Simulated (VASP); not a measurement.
Data:

```
CELL_PARAMETERS angstrom
      1.96990    -3.41197     0.00000
      1.96990     3.41197     0.00000
      0.00000     0.00000     4.68380
ATOMIC_POSITIONS crystal
  Te 0.33333 0.66667 0.28291
  Te 0.66667 0.33333 0.71709
  Pt 0.00000 0.00000 0.00000
```

Method: PBE GGA, VASP's PBE PAW potentials (set 64) (plane waves; VASP 6.6.1). Run with 480 eV cut-off, 8×8×6 Γ-centred mesh, first-order Methfessel-Paxton smearing of 0.10 eV, potentials Te Pt.

Unless said otherwise, spin-orbit coupling is left out, though it shifts the bands of the heavy elements here.

Question: Predict the energy per atom (σ→0), pressure, band gap (on the k-mesh) with the smallest direct gap where there is one.

Answer: 
```
Item                                                         Value
------------------------  ----------------------------------------
band gap (on the k-mesh)  none (metal, semimetal or under 0.01 eV)
energy per atom (σ→0)                               -4.300 eV/atom
pressure                                                200.2 kbar
```

Total energies compare only between runs with the same potentials, cut-off and functional.

The compound is PtTe2 in the 1T layered structure. It was relaxed first under an external pressure of 20 GPa.
